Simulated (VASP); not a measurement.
Given:

```
CELL_PARAMETERS angstrom
      0.00000     3.28692     3.28692
      3.28692     0.00000     3.28692
      3.28692     3.28692     0.00000
ATOMIC_POSITIONS crystal
  K  0.00000 0.00000 0.00000
```

All values below come from PBEsol GGA, VASP's PBE PAW potentials (set 64) (plane waves; VASP). Numerical set-up: 400 eV cut-off, Gaussian smearing of 0.050 eV, potentials K_sv.

Problem. What does the run give for the band gap (along the path) with the smallest direct gap where there is one?

Solution. 
```yaml
band gap (along the path): none (metal, semimetal or under 0.01 eV)
```

The structure was generated: K was put into the fcc type (Fm-3m), which need not be its known phase. It was relaxed first.
